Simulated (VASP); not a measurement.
# Na (Im-3m) in VASP: settings compared, part 2 of 2

VASP 6.6.1. Earlier steps stand in the parts before.

**3. Single point, PBEsol**

The input, INCAR:

```
SYSTEM = Na
PREC = Accurate
ENCUT = 520
EDIFF = 1E-6
ISMEAR = 0
SIGMA = 0.1
LREAL = .FALSE.
LASPH = .TRUE.
NELM = 100
ALGO = Normal
ISIF = 2
LWAVE = .FALSE.
LCHARG = .FALSE.
GGA = PS
```

The input, KPOINTS:

```
regular mesh
0
G
  14 14 14
  0 0 0
```

The input, POSCAR:

```
Na
1.0
   -2.1175000000      2.1175000000      2.1175000000
    2.1175000000     -2.1175000000      2.1175000000
    2.1175000000      2.1175000000     -2.1175000000
Na
1
Direct
    0.0000000000      0.0000000000      0.0000000000
```

Potentials or basis: VASP PAW PBE potentials, release 64 (Na_pv).

Launch:

```bash
$ cat potpaw_PBE.64/Na_pv/POTCAR > POTCAR
$ mpirun -np 1 vasp_std > vasp.out
```

Wall time 15 s (1 thread of Intel Xeon Platinum 8488C (Sapphire Rapids), shared host); peak memory 0.16 GiB.

It converged, with:

* Free energy: -1.3987 eV
* Pressure: -0.3 GPa
* Band gap on the k mesh: none (metal or under the smearing width)

Levels at points of the mesh, in eV from the Fermi level:
```
           k point  band 1  band 2  band 3  band 4  band 5  band 6  band 7
(0.00, 0.00, 0.00)  -24.78  -24.78  -24.78   -3.20   11.60   11.60   11.60
(0.50, 0.00, 0.00)  -24.81  -24.79  -24.78    0.77    1.23    8.13    9.02
(0.50, 0.50, 0.50)  -24.80  -24.80  -24.80    4.50    4.50    4.83    4.83
```

Caveat: the PAW data sets were made with another functional, which shifts forces and pressure a little.

**4. Relaxation of cell and atoms, PBEsol**

The input, INCAR:

```
SYSTEM = Na
ALGO = Normal
EDIFF = 1E-7
EDIFFG = -0.005
ENCUT = 580
GGA = PS
IBRION = 2
ISIF = 3
ISMEAR = 0
LASPH = .TRUE.
LCHARG = .FALSE.
LREAL = .FALSE.
LWAVE = .FALSE.
NELM = 100
NSW = 90
PREC = Accurate
SIGMA = 0.1
```

The input, KPOINTS:

```
k-points
0
G
  14 14 14
  0 0 0
```

POSCAR is that of step 3.

Potentials or basis: VASP PAW PBE potentials, release 64 (Na).

Launch:

```bash
$ cat potpaw_PBE.64/Na/POTCAR > POTCAR
$ mpirun -np 1 vasp_std > vasp.out
```

Run time: 22 s. Hardware: 1 thread of Intel Xeon Platinum 8488C (Sapphire Rapids), shared host; peak memory 0.17 GiB.

The run converged. Its results:

| Property | Result |
| --- | --- |
| Free energy | -1.3970 eV |
| Relaxed volume | 36.24 Å³/atom |
| Relaxed cell | a = 3.611 Å, b = 3.611 Å, c = 3.611 Å, α = 109.47°, β = 109.47°, γ = 109.47° |
| Space group after relaxing (to 0.05 Å) | Im-3m (No. 229) |
| Energy gained by relaxing | 1.9 meV/atom |
| Ionic steps | 4 |
| Pressure after relaxing | 0.0 GPa |
| Band gap on the k mesh | none (metal or under the smearing width) |

Step by step:
```
step  energy change (eV)  largest force (eV/Å)  pressure (GPa)  volume (Å³)
   1              0.0000                0.0000           -0.34        37.98
   2             -0.0008                0.0000           -0.26        37.53
   3             -0.0019                0.0000           -0.04        36.41
   4             -0.0019                0.0000            0.00        36.24
```

Final structure:
```
Na
1.0
    -2.08461    2.08461    2.08461
     2.08461   -2.08461    2.08461
     2.08461    2.08461   -2.08461
Na
1
Direct
  0.00000 0.00000 0.00000
```

Levels at points of the mesh, in eV from the Fermi level:
```tsv
k point	band 1	band 2	band 3
(0.00, 0.00, 0.00)	-3.29	11.89	11.89
(0.50, 0.00, 0.00)	0.78	1.28	8.31
(0.50, 0.50, 0.50)	4.57	4.57	4.99
```

Caveat: the PAW data sets were made with another functional, which shifts forces and pressure a little.

**5. Relaxation of cell and atoms, PBEsol**

INCAR: that of step 4 with these lines changed.

```diff
@@ -4,3 +4,3 @@
 EDIFFG = -0.005
-ENCUT = 580
+ENCUT = 480
 GGA = PS
```

KPOINTS is that of step 4.

POSCAR is that of step 4.

Potentials or basis: VASP PAW PBE potentials, release 64 (Na_pv).

Launch:

```bash
$ cat potpaw_PBE.64/Na_pv/POTCAR > POTCAR
$ mpirun -np 1 vasp_std > vasp.out
```

It took 37 s on 1 thread of Intel Xeon Platinum 8488C (Sapphire Rapids), shared host; peak memory 0.16 GiB.

It converged, with:

| Property | Result |
| --- | --- |
| Free energy | -1.4008 eV |
| Relaxed volume | 36.17 Å³/atom |
| Relaxed cell | a = 3.608 Å, b = 3.608 Å, c = 3.608 Å, α = 109.47°, β = 109.47°, γ = 109.47° |
| Space group after relaxing (to 0.05 Å) | Im-3m (No. 229) |
| Energy gained by relaxing | 2.1 meV/atom |
| Ionic steps | 3 |
| Pressure after relaxing | 0.0 GPa |
| Band gap on the k mesh | none (metal or under the smearing width) |

Step by step:
| step | energy change (eV) | largest force (eV/Å) | pressure (GPa) | volume (Å³) |
| --- | --- | --- | --- | --- |
| 1 | 0.0000 | 0.0000 | -0.38 | 37.98 |
| 2 | -0.0010 | 0.0000 | -0.28 | 37.49 |
| 3 | -0.0021 | 0.0000 | 0.00 | 36.17 |

Final structure:
```xyz
1
Lattice="-2.0833 2.0833 2.0833 2.0833 -2.0833 2.0833 2.0833 2.0833 -2.0833" Properties=species:S:1:pos:R:3 pbc="T T T"
Na    0.0000    0.0000    0.0000
```

Levels at points of the mesh, in eV from the Fermi level:
```tsv
k point	band 1	band 2	band 3	band 4	band 5	band 6	band 7
(0.00, 0.00, 0.00)	-24.74	-24.74	-24.74	-3.30	11.92	11.92	11.92
(0.50, 0.00, 0.00)	-24.78	-24.75	-24.74	0.78	1.28	8.33	9.35
(0.50, 0.50, 0.50)	-24.77	-24.77	-24.77	4.58	4.58	5.00	5.00
```

Caveat: the PAW data sets were made with another functional, which shifts forces and pressure a little.

**6. Relaxation of cell and atoms, RPBE**

INCAR: that of step 5 with these lines changed.

```diff
@@ -4,4 +4,4 @@
 EDIFFG = -0.005
-ENCUT = 480
-GGA = PS
+ENCUT = 600
+GGA = RP
 IBRION = 2
```

KPOINTS is that of step 5.

POSCAR is that of step 5.

Potentials or basis: VASP PAW PBE potentials, release 64 (Na_pv).

Launch:

```bash
$ cat potpaw_PBE.64/Na_pv/POTCAR > POTCAR
$ mpirun -np 1 vasp_std > vasp.out
```

Run time: 52 s. Hardware: 1 thread of Intel Xeon Platinum 8488C (Sapphire Rapids), shared host; peak memory 0.17 GiB.

Results (log left out):

* Free energy: -1.1965 eV
* Relaxed volume: 39.49 Å³/atom
* Relaxed cell: a = 3.716 Å, b = 3.716 Å, c = 3.716 Å, α = 109.47°, β = 109.47°, γ = 109.47°
* Space group after relaxing (to 0.05 Å): Im-3m (No. 229)
* Energy gained by relaxing: 1.4 meV/atom
* Ionic steps: 3
* Pressure after relaxing: 0.0 GPa
* Band gap on the k mesh: none (metal or under the smearing width)

Step by step:
| step | energy change (eV) | largest force (eV/Å) | pressure (GPa) | volume (Å³) |
| --- | --- | --- | --- | --- |
| 1 | 0.0000 | 0.0000 | 0.30 | 37.98 |
| 2 | -0.0006 | 0.0000 | 0.22 | 38.36 |
| 3 | -0.0014 | 0.0000 | 0.01 | 39.49 |

Final structure:
```
Na
1.0
    -2.14516    2.14516    2.14516
     2.14516   -2.14516    2.14516
     2.14516    2.14516   -2.14516
Na
1
Direct
  0.00000 0.00000 0.00000
```

Levels at points of the mesh, in eV from the Fermi level:
```csv
k point,band 1,band 2,band 3,band 4,band 5,band 6,band 7
"(0.00, 0.00, 0.00)",-24.92,-24.92,-24.92,-3.12,11.38,11.38,11.38
"(0.50, 0.00, 0.00)",-24.95,-24.93,-24.92,0.75,1.20,7.96,8.84
"(0.50, 0.50, 0.50)",-24.94,-24.94,-24.94,4.39,4.39,4.73,4.73
```

Caveat: the PAW data sets were made with another functional, which shifts forces and pressure a little.

**7. The runs side by side**

| task | level | potentials or basis | cell | k mesh | cutoff (eV) | gap on the mesh (eV) | pressure (GPa) | relaxed volume (Å³/atom) |
| --- | --- | --- | --- | --- | --- | --- | --- | --- |
| relaxation of cell and atoms | PBEsol | VASP PAW PBE potentials, release 64 (Na_pv) | relaxed | 6 × 6 × 6 | 600 | none | 0.0 | 36.72 |
| single point | PBEsol | VASP PAW PBE potentials, release 64 (Na_pv) | as given | 14 × 14 × 14 | 520 | none | -0.3 | - |
| relaxation of cell and atoms | PBEsol | VASP PAW PBE potentials, release 64 (Na) | relaxed | 14 × 14 × 14 | 580 | none | 0.0 | 36.24 |
| relaxation of cell and atoms | PBEsol | VASP PAW PBE potentials, release 64 (Na_pv) | relaxed | 14 × 14 × 14 | 480 | none | 0.0 | 36.17 |
| relaxation of cell and atoms | RPBE | VASP PAW PBE potentials, release 64 (Na_pv) | relaxed | 14 × 14 × 14 | 600 | none | 0.0 | 39.49 |

Alike in all rows: no spin polarisation; smearing gaussian 0.1 eV.

Caveats: the PAW data sets were made with another functional, which shifts forces and pressure a little.

Absolute energies hang on the potentials; compare differences alone.
